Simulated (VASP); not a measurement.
Output of a VASP run:

File OSZICAR:
```
       N       E                     dE             d eps       ncg     rms          rms(c)
DAV:   1     0.829099397987E+02    0.82910E+02   -0.45262E+03  7655   0.155E+03
DAV:   2     0.189616673065E+01   -0.81014E+02   -0.76046E+02  8817   0.178E+02
DAV:   3    -0.633317100112E+01   -0.82293E+01   -0.80174E+01  9014   0.655E+01
DAV:   4    -0.734927670360E+01   -0.10161E+01   -0.96855E+00 13816   0.212E+01
DAV:   5    -0.736902239802E+01   -0.19746E-01   -0.19703E-01 10520   0.297E+00    0.292E+01
DAV:   6    -0.125628957714E+02   -0.51939E+01   -0.69821E+00  8935   0.445E+01    0.304E+01
DAV:   7    -0.955729503842E+01    0.30056E+01   -0.71049E+00  8254   0.254E+01    0.156E+01
DAV:   8    -0.940176526868E+01    0.15553E+00   -0.65025E-01 12210   0.769E+00    0.113E+01
DAV:   9    -0.937942675772E+01    0.22339E-01   -0.62325E-01  9391   0.961E+00    0.807E+00
DAV:  10    -0.933769403643E+01    0.41733E-01   -0.15835E-01  9367   0.407E+00    0.320E+00
DAV:  11    -0.933434105798E+01    0.33530E-02   -0.11812E-02 12391   0.868E-01    0.226E+00
DAV:  12    -0.934129595270E+01   -0.69549E-02   -0.33965E-02 10357   0.186E+00    0.194E+00
DAV:  13    -0.933435947197E+01    0.69365E-02   -0.24351E-02  9523   0.168E+00    0.473E-01
DAV:  14    -0.933472604309E+01   -0.36657E-03   -0.75066E-04 12702   0.213E-01    0.488E-01
DAV:  15    -0.933453058904E+01    0.19545E-03   -0.23511E-04 11981   0.161E-01    0.261E-01
DAV:  16    -0.933451064818E+01    0.19941E-04   -0.29563E-05 13519   0.647E-02    0.181E-01
DAV:  17    -0.933447208493E+01    0.38563E-04   -0.47244E-05 11036   0.710E-02    0.765E-02
DAV:  18    -0.933446314576E+01    0.89392E-05   -0.19091E-05 12874   0.411E-02    0.195E-02
DAV:  19    -0.933446164279E+01    0.15030E-05   -0.18096E-06  9001   0.114E-02    0.877E-03
DAV:  20    -0.933446129624E+01    0.34655E-06   -0.29449E-07  5069   0.593E-03
   1 F= -.93344613E+01 E0= -.92169516E+01  d E =-.235019E+00  mag=     6.3220
```

OUTCAR:
```
------------------------ aborting loop because EDIFF is reached ----------------------------------------
  FORCE on cell =-STRESS in cart. coord.  units (eV):
  Direction    XX          YY          ZZ          XY          YZ          ZX
  --------------------------------------------------------------------------------------
  Total        0.2931024      0.2931024      0.2931024     -0.0000000     -0.0000000     -0.0000000
  in kB       13.5347627     13.5347627     13.5347627     -0.0000000     -0.0000000     -0.0000000
  external PRESSURE =      13.5347627 kB  Pullay stress =       0.0000000 kB
  volume of cell :       34.70
      direct lattice vectors                 reciprocal lattice vectors
    -2.054659000  2.054659000  2.054659000     0.000000000  0.243349383  0.243349383
     2.054659000 -2.054659000  2.054659000     0.243349383  0.000000000  0.243349383
     2.054659000  2.054659000 -2.054659000     0.243349383  0.243349383  0.000000000
 POSITION                                       TOTAL-FORCE (eV/Angst)
 -----------------------------------------------------------------------------------
      0.00000      0.00000      0.00000         0.000000      0.000000     -0.000000
 -----------------------------------------------------------------------------------
    total drift:                                0.000000     -0.000000      0.000000
  FREE ENERGIE OF THE ION-ELECTRON SYSTEM (eV)
  ---------------------------------------------------
  free  energy   TOTEN  =        -9.3344612962 eV

  energy  without entropy=       -9.0994418539  energy(sigma->0) =       -9.21695158

 total charge

# of ion       s       p       d       f       tot
--------------------------------------------------
    1        2.081   5.593   0.446   5.521  13.640

 magnetization (x)

# of ion       s       p       d       f       tot
--------------------------------------------------
    1       -0.006  -0.057   0.191   5.513   5.641
```
(Selected blocks of OUTCAR.)

File POSCAR:
```
Sm
1
   -2.0546590000     2.0546590000     2.0546590000
    2.0546590000    -2.0546590000     2.0546590000
    2.0546590000     2.0546590000    -2.0546590000
Sm
1
Direct
  0.0000000000   0.0000000000   0.0000000000
```

Task: Write an INCAR and KPOINTS that could have produced this output.

Result: Several could match; the one computed here: the input of the run itself, PBE GGA, plane waves, VASP's PBE PAW potentials (set 64).

**INCAR**
```
ALGO = Normal
EDIFF = 1E-6
ENCUT = 300
GGA = PE
ISIF = 2
ISMEAR = -1
ISPIN = 2
LASPH = T
LCHARG = F
LMAXMIX = 6
LORBIT = 11
LREAL = F
LWAVE = F
MAGMOM = 5.0
NELM = 100
PREC = Accurate
SIGMA = 0.1
SYSTEM = Sm
```

### KPOINTS
```
Automatic
0
Gamma
 15 15 15
0 0 0
```

POTCAR, in this order: Sm (PBE.64 set). Program: vasp_std.

At this cut-off the stress carries a Pulay error, which pulls relaxed volumes low.

The structure was generated: Sm was put into an ordered model structure, which need not be its known phase. The cell was not relaxed at this level.
